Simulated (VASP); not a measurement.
Here is the system:

```yaml
crystal:
  lattice:
    - [4.33329, 0.00000, 0.00000]
    - [0.00000, 4.33329, 0.00000]
    - [0.00000, 0.00000, 2.78352]
  atoms:
    - { symbol: Mn, position: [0.00000, 0.00000, 0.00000], spin: 2.1 }
    - { symbol: Mn, position: [0.50000, 0.50000, 0.50000], spin: -2.1 }
    - { symbol: O, position: [0.30178, 0.30178, 0.00000] }
    - { symbol: O, position: [0.80178, 0.19822, 0.50000] }
    - { symbol: O, position: [0.19822, 0.80178, 0.50000] }
    - { symbol: O, position: [0.69822, 0.69822, 0.00000] }
```

The numbers are results of LDA (Ceperley-Alder, Perdew-Zunger), VASP's LDA PAW potentials (set 64) (plane waves; VASP), not measurements. Numerical set-up: 520 eV cut-off, 8×8×12 Γ-centred mesh, tetrahedra with Blöchl corrections, potentials Mn_pv O.

The cores are frozen, which limits the accuracy of field gradients.

### Question
Give the principal components of the electric field gradient (V/Å²) and the asymmetry η at each nucleus.

### Answer

```tsv
atom	Vxx	Vyy	Vzz	η
Mn1	6.4	1.7	-8.1	0.57
Mn2	6.4	1.7	-8.1	0.57
O3	49.9	16.6	-66.5	0.50
O4	49.9	16.6	-66.5	0.50
O5	49.9	16.6	-66.5	0.50
O6	49.9	16.6	-66.5	0.50
```

The compound is MnO2 in the rutile structure. It was relaxed first, which changed the volume by -6 %.
